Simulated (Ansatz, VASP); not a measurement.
# AlNi in two plane-wave programs

One calculation is typed for both programs; each brings its own data sets. How far apart do they land? The cell is taken from a series of runs on this material, whose earlier steps may have relaxed, scaled, displaced or heated it; both programs get it as it stands.

Program: Ansatz 0.2.0. Level of theory: plane waves, with VASP 6.6.1 beside it; zone-centre phonons at PBEsol. Results are calculated unless marked as measured.

## (1) Set-up

The structure is tetragonal, space group P4/mmm (No. 123). Conventional cell: a = 2.818 Å, b = 2.818 Å, c = 2.976 Å, α = 90.00°, β = 90.00°, γ = 90.00°. Al has 8 Ni at 2.49 Å nearest. Ni has 8 Al at 2.49 Å nearest. Farther neighbours are not listed.

Structure file:

```cif
data_structure
_symmetry_space_group_name_H-M 'P4/mmm'
_symmetry_Int_Tables_number 123
_cell_length_a 2.8179
_cell_length_b 2.8179
_cell_length_c 2.9762
_cell_angle_alpha 90.000
_cell_angle_beta 90.000
_cell_angle_gamma 90.000
_cell_volume 23.63
loop_
_atom_site_label
_atom_site_type_symbol
_atom_site_symmetry_multiplicity
_atom_site_Wyckoff_symbol
_atom_site_fract_x
_atom_site_fract_y
_atom_site_fract_z
_atom_site_occupancy
Al1 Al 1 a 0.00000 0.00000 0.00000 1
Ni1 Ni 1 d 0.50000 0.50000 0.50000 1
```

## (2) VASP: zone-centre phonons, PBEsol

Second derivatives magnify differences that forces hide, and they need a tight electronic threshold.

Lines of VASP's logs that name or quote its potential files are left out, and so is its time.

Input file INCAR:

```
SYSTEM = AlNi
PREC = Accurate
ENCUT = 600
EDIFF = 1E-08
NELM = 120
ISMEAR = 1
SIGMA = 0.2
LREAL = .FALSE.
ALGO = Normal
GGA = PS
NBANDS = 12
LASPH = .TRUE.
LORBIT = 11
LWAVE = .FALSE.
LCHARG = .FALSE.
ISIF = 2
IBRION = 8
GGA_COMPAT = .FALSE.
KPAR = 2
```

Input file POSCAR:

```
AlNi
1.0
    2.8178724923      0.0000000000      0.0000000000
    0.0000000000      2.8178724923      0.0000000000
    0.0000000000      0.0000000000      2.9762086497
Al Ni
1 1
Direct
    0.0000000000      0.0000000000      0.0000000000
    0.5000000000      0.5000000000      0.5000000000
```

Input file KPOINTS:

```
Automatic mesh
0
Gamma
16 16 16
0 0 0
```

PAW data sets: Al and Ni (PBE family, release 64).

Launch:

```bash
$ mpirun -np 2 vasp_std
```

Numbers of over 12 decimals in the logs are rounded to 6 here.

The log of the run:

```text
[banner, memory and clock lines left out]
running    2 mpi-ranks, on    1 nodes
 distrk:  each k-point on    1 cores,    2 groups
 distr:  one band on    1 cores,    1 groups

 POSCAR found type information on POSCAR AlNi
 POSCAR found :  2 types and       2 ions
|                                                                             |
|               ----> ADVICE to this user running VASP <----                  |
|                                                                             |
|     You enforced a specific xc type in the INCAR file but a different       |
|     [... a line on the potential file left out ...]
|     I HOPE YOU KNOW WHAT YOU ARE DOING!                                     |
|                                                                             |

 LDA part: xc-table for (Slater+PW92), standard interpolation
 POSCAR, INCAR and KPOINTS ok, starting setup
 FFT: planning ... GRIDC
 FFT: planning ... GRID_SOFT
 FFT: planning ... GRID
 WAVECAR not read
 entering main loop
       N       E                     dE             d eps       ncg     rms          rms(c)
DAV:   1     0.435406133873E+02    0.43541E+02   -0.61266E+03  9808   0.127E+03
DAV:   2    -0.113886809918E+02   -0.54929E+02   -0.50664E+02  9984   0.206E+02
DAV:   3    -0.131970421401E+02   -0.18084E+01   -0.17852E+01 11792   0.435E+01
DAV:   4    -0.132229808281E+02   -0.25939E-01   -0.25928E-01 10936   0.470E+00
DAV:   5    -0.132237437834E+02   -0.76296E-03   -0.76293E-03 11756   0.900E-01    0.129E+01
DAV:   6    -0.153503700367E+02   -0.21266E+01   -0.55668E+01 10816   0.119E+02    0.165E+01
DAV:   7    -0.116078879656E+02    0.37425E+01   -0.15945E+01 10928   0.701E+01    0.120E+00
DAV:   8    -0.115900970362E+02    0.17791E-01   -0.40260E-01 11916   0.755E+00    0.101E+00
DAV:   9    -0.115754509922E+02    0.14646E-01   -0.48662E-02 11772   0.317E+00    0.223E-01
DAV:  10    -0.115748889356E+02    0.56206E-03   -0.22660E-03 12152   0.714E-01    0.778E-02
DAV:  11    -0.115748912382E+02   -0.23026E-05   -0.70668E-05 11808   0.776E-02    0.234E-02
DAV:  12    -0.115748898148E+02    0.14234E-05   -0.64838E-06 12760   0.412E-02    0.475E-03
DAV:  13    -0.115748893708E+02    0.44407E-06   -0.25539E-07 14136   0.535E-03    0.126E-03
DAV:  14    -0.115748893735E+02   -0.27173E-08   -0.26871E-08  6996   0.201E-03
   1 F= -.11574889E+02 E0= -.11574702E+02  d E =-.560933E-03
 Linear response reoptimize wavefunctions to high precision
DAV:   1    -0.115748893936E+02   -0.20086E-07   -0.66181E-09 11184   0.132E-03
DAV:   2    -0.115748893935E+02    0.79581E-11   -0.65957E-11  5596   0.777E-05
 Linear response DOF=           4
 Linear response progress:
  Degree of freedom:   1/  4
       N       E                     dE             d eps       ncg     rms          rms(c)
RMM:   1    -0.546345636931E-02   -0.54635E-02    0.10875E-03 39105   0.601E-01
RMM:   2    -0.517505135437E-02    0.28841E-03   -0.14627E-04 26688   0.215E-01    0.553E-02
RMM:   3    -0.517241669051E-02    0.26347E-05   -0.85197E-05 28578   0.738E-02    0.283E-02
RMM:   4    -0.524123246953E-02   -0.68816E-04   -0.34867E-05 28491   0.453E-02    0.573E-03
RMM:   5    -0.524665541087E-02   -0.54229E-05   -0.16335E-06 29059   0.105E-02    0.184E-03
RMM:   6    -0.524739201336E-02   -0.73660E-06    0.16697E-07 29152   0.238E-03    0.655E-04
RMM:   7    -0.524734384280E-02    0.48171E-07   -0.12557E-08 27292   0.103E-03    0.525E-04
RMM:   8    -0.524720201043E-02    0.14183E-06    0.58035E-09 30306   0.345E-04    0.236E-04
RMM:   9    -0.524746508392E-02   -0.26307E-06   -0.27320E-10 30383   0.114E-04    0.996E-06
RMM:  10    -0.524744154244E-02    0.23541E-07    0.40057E-10 30651   0.396E-05    0.999E-06
RMM:  11    -0.524745496551E-02   -0.13423E-07   -0.53290E-11 30550   0.166E-05    0.295E-06
RMM:  12    -0.524745265128E-02    0.23142E-08    0.15179E-11 30172   0.729E-06    0.354E-07
 first order change of Fermi-energy   0.19244E-04
 force on displaced ion       1 direction 1 :  -5.934   0.000   0.000
 Linear response progress:
  Degree of freedom:   2/  4
       N       E                     dE             d eps       ncg     rms          rms(c)
RMM:   1    -0.642682772378E-02   -0.64268E-02    0.64963E-03 21485   0.700E-01
RMM:   2    -0.611737295467E-02    0.30945E-03    0.46809E-06 14666   0.256E-01    0.642E-02
RMM:   3    -0.611163195566E-02    0.57410E-05   -0.14074E-04 15821   0.935E-02    0.308E-02
RMM:   4    -0.618917835411E-02   -0.77546E-04   -0.49745E-05 15800   0.535E-02    0.652E-03
RMM:   5    -0.619560615916E-02   -0.64278E-05   -0.29530E-06 15953   0.128E-02    0.159E-03
RMM:   6    -0.619535122740E-02    0.25493E-06   -0.14460E-07 16416   0.252E-03    0.768E-04
RMM:   7    -0.619526973555E-02    0.81492E-07   -0.16197E-08 15985   0.808E-04    0.574E-04
RMM:   8    -0.619528752849E-02   -0.17793E-07   -0.22672E-09 15124   0.407E-04    0.274E-04
RMM:   9    -0.619546985098E-02   -0.18232E-06   -0.16318E-09 16904   0.130E-04    0.240E-05
RMM:  10    -0.619544115970E-02    0.28691E-07   -0.63895E-10 17008   0.392E-05    0.241E-05
RMM:  11    -0.619545006961E-02   -0.89099E-08    0.43535E-11 16858   0.140E-05    0.167E-06
 first order change of Fermi-energy  -0.12630E-04
 force on displaced ion       1 direction 3 :   0.000  -0.000  -6.147
 Linear response progress:
  Degree of freedom:   3/  4
       N       E                     dE             d eps       ncg     rms          rms(c)
RMM:   1    -0.185518990692E+00   -0.18552E+00   -0.97914E-02 25834   0.266E+00
RMM:   2    -0.184284639471E+00    0.12344E-02   -0.16883E-03 25960   0.492E-01    0.129E-01
RMM:   3    -0.184256285113E+00    0.28354E-04   -0.12384E-04 27776   0.961E-02    0.766E-02
RMM:   4    -0.184640304549E+00   -0.38402E-03   -0.19592E-04 29663   0.110E-01    0.582E-03
RMM:   5    -0.184623487693E+00    0.16817E-04   -0.35693E-06 30396   0.201E-02    0.387E-03
RMM:   6    -0.184615777584E+00    0.77101E-05   -0.22684E-07 27578   0.561E-03    0.281E-03
RMM:   7    -0.184603918800E+00    0.11859E-04   -0.72228E-08 26644   0.365E-03    0.521E-04
RMM:   8    -0.184597744892E+00    0.61739E-05   -0.12712E-08 31371   0.113E-03    0.108E-04
RMM:   9    -0.184597174103E+00    0.57079E-06   -0.11511E-09 31509   0.322E-04    0.308E-05
RMM:  10    -0.184597259738E+00   -0.85634E-07   -0.12849E-09 32099   0.105E-04    0.211E-05
RMM:  11    -0.184596945632E+00    0.31411E-06   -0.12130E-09 31974   0.426E-05    0.447E-06
RMM:  12    -0.184597018634E+00   -0.73001E-07   -0.66568E-10 32322   0.246E-05    0.910E-07
RMM:  13    -0.184597016358E+00    0.22752E-08   -0.42550E-10 29930   0.184E-05    0.474E-07
 first order change of Fermi-energy   0.95359E-03
 force on displaced ion       2 direction 1 :  -5.928   0.000   0.000
 Linear response progress:
  Degree of freedom:   4/  4
       N       E                     dE             d eps       ncg     rms          rms(c)
RMM:   1    -0.188066799131E+00   -0.18807E+00   -0.10220E-01 14381   0.266E+00
RMM:   2    -0.186258203457E+00    0.18086E-02   -0.16773E-03 14345   0.512E-01    0.134E-01
RMM:   3    -0.186308761582E+00   -0.50558E-04   -0.13757E-04 15375   0.988E-02    0.790E-02
RMM:   4    -0.186787991127E+00   -0.47923E-03   -0.17316E-04 16472   0.101E-01    0.597E-03
RMM:   5    -0.186769283673E+00    0.18707E-04   -0.40530E-06 16549   0.227E-02    0.543E-03
RMM:   6    -0.186763068646E+00    0.62150E-05   -0.59082E-07 14722   0.103E-02    0.244E-03
RMM:   7    -0.186749641122E+00    0.13428E-04   -0.25662E-07 17092   0.388E-03    0.559E-04
RMM:   8    -0.186745009141E+00    0.46320E-05   -0.75189E-09 16956   0.971E-04    0.145E-04
RMM:   9    -0.186744174247E+00    0.83489E-06   -0.19012E-09 17276   0.279E-04    0.384E-05
RMM:  10    -0.186743677374E+00    0.49687E-06   -0.11960E-10 17657   0.872E-05    0.225E-05
RMM:  11    -0.186743717000E+00   -0.39626E-07   -0.41766E-10 16054   0.601E-05    0.241E-06
RMM:  12    -0.186743723311E+00   -0.63107E-08   -0.30361E-10 18106   0.295E-05    0.133E-06
 first order change of Fermi-energy   0.24124E-02
 force on displaced ion       2 direction 3 :  -0.000  -0.000  -6.123
 Linear response finished
```

OUTCAR, selected parts (step 2):

```text
ion  position               nearest neighbor table
   1  0.000  0.000  0.000-   2 2.49   2 2.49   2 2.49   2 2.49   2 2.49   2 2.49   2 2.49   2 2.49

  LATTYP: Found a simple tetragonal cell.
 ALAT       =     2.8178724923
 C/A-ratio  =     1.0561899652

 Subroutine GETGRP returns: Found 16 space group operations
 (whereof 16 operations were pure point group operations)

The static configuration has the point symmetry D_4h.

 Found    405 irreducible k-points:

   k-points           NKPTS =    405   k-points in BZ     NKDIM =    405   number of bands    NBANDS=     12

   dimension x,y,z NGX =    24 NGY =   24 NGZ =   24
   dimension x,y,z NGXF=    48 NGYF=   48 NGZF=   48

   ENCUT  =  600.0 eV  44.10 Ry    6.64 a.u.   5.63  5.63  5.94*2*pi/ulx,y,z

   NELECT =      13.0000    total number of electrons

 k-points in reciprocal lattice and weights: Automatic mesh
   0.00000000  0.00000000  0.00000000       0.000
   0.06250000  0.00000000  0.00000000       0.001
   0.12500000  0.00000000  0.00000000       0.001
   0.18750000  0.00000000  0.00000000       0.001
   0.25000000  0.00000000  0.00000000       0.001
   0.31250000  0.00000000  0.00000000       0.001
   0.37500000  0.00000000  0.00000000       0.001
   0.43750000  0.00000000  0.00000000       0.001
   0.50000000  0.00000000  0.00000000       0.000
[...]
0.50000000  0.43750000  0.50000000       0.001
   0.50000000  0.50000000  0.50000000       0.000

 average (electrostatic) potential at core
       1 -69.6412       2 -81.1978

  Total        0.0285464      0.0285464     -0.5378943      0.0000000     -0.0000000      0.0000000
  in kB        1.9353338      1.9353338    -36.4671176      0.0000000     -0.0000000      0.0000000
  external PRESSURE =     -10.8654834 kB  Pullay stress =       0.0000000 kB

  energy-cutoff  :      600.00
  volume of cell :       23.63
      direct lattice vectors                 reciprocal lattice vectors
     2.817872492  0.000000000  0.000000000     0.354877661  0.000000000  0.000000000
     0.000000000  2.817872492  0.000000000     0.000000000  0.354877661  0.000000000
     0.000000000  0.000000000  2.976208650     0.000000000  0.000000000  0.335997948

 POSITION                                       TOTAL-FORCE (eV/Angst)
 -----------------------------------------------------------------------------------
      0.00000      0.00000      0.00000         0.000000      0.000000      0.000000
      1.40894      1.40894      1.48810         0.000000      0.000000      0.000000
 -----------------------------------------------------------------------------------
    total drift:                                0.000000      0.000000     -0.000000

 Eigenvectors and eigenvalues of the dynamical matrix
 ----------------------------------------------------

   1 f  =    9.009817 THz    56.610347 2PiTHz  300.535132 cm-1    37.261591 meV
             X         Y         Z           dx          dy          dz
      0.000000  0.000000  0.000000     0.000000    0.000000    0.828193
      1.408936  1.408936  1.488104     0.000000    0.000000   -0.560443

   2 f  =    8.856226 THz    55.645310 2PiTHz  295.411904 cm-1    36.626392 meV
             X         Y         Z           dx          dy          dz
      0.000000  0.000000  0.000000     0.000000    0.827822    0.000000
      1.408936  1.408936  1.488104     0.000000   -0.560991    0.000000

   3 f  =    8.856226 THz    55.645310 2PiTHz  295.411904 cm-1    36.626392 meV
             X         Y         Z           dx          dy          dz
      0.000000  0.000000  0.000000    -0.827822    0.000000    0.000000
      1.408936  1.408936  1.488104     0.560991    0.000000    0.000000

   4 f/i=    0.002156 THz     0.013549 2PiTHz    0.071931 cm-1     0.008918 meV
             X         Y         Z           dx          dy          dz
      0.000000  0.000000  0.000000    -0.287694    0.481605    0.000000
      1.408936  1.408936  1.488104    -0.424533    0.710676    0.000000

   5 f/i=    0.002156 THz     0.013549 2PiTHz    0.071931 cm-1     0.008918 meV
             X         Y         Z           dx          dy          dz
      0.000000  0.000000  0.000000     0.481605    0.287694    0.000000
      1.408936  1.408936  1.488104     0.710676    0.424533    0.000000

   6 f/i=    0.008162 THz     0.051280 2PiTHz    0.272238 cm-1     0.033753 meV
             X         Y         Z           dx          dy          dz
      0.000000  0.000000  0.000000     0.000000    0.000000   -0.560443
      1.408936  1.408936  1.488104     0.000000    0.000000   -0.828193

 ELASTIC MODULI CONTR FROM IONIC RELAXATION (kBar)
 Direction    XX          YY          ZZ          XY          YZ          ZX
 --------------------------------------------------------------------------------
 XX           0.0000      0.0000      0.0000      0.0000      0.0000      0.0000
 YY           0.0000      0.0000      0.0000      0.0000      0.0000      0.0000
 ZZ           0.0000      0.0000      0.0000      0.0000      0.0000      0.0000
 XY           0.0000      0.0000      0.0000      0.0000      0.0000      0.0000
 YZ           0.0000      0.0000      0.0000      0.0000      0.0000      0.0000
 ZX           0.0000      0.0000      0.0000      0.0000      0.0000      0.0000
 --------------------------------------------------------------------------------
```

This run has no spin polarisation, so a moment on Ni, if there is one, isn't seen. Its electron count is odd, so without a moment it is a metal by construction.

(Continued in part 2 of 2.)

[Lines on the potential files, build, host, timing and source positions are cut from VASP's logs without a mark.]

[Logs are printed without paths, hosts, clocks, repeated set-up lines and the standing remarks that a program may print on its own settings, such as how far it seeks lower states.]

[Hosts, paths, dates, database ids (printed as entryN), source tags and the programs' standing remarks are cut or masked in the printed files.]
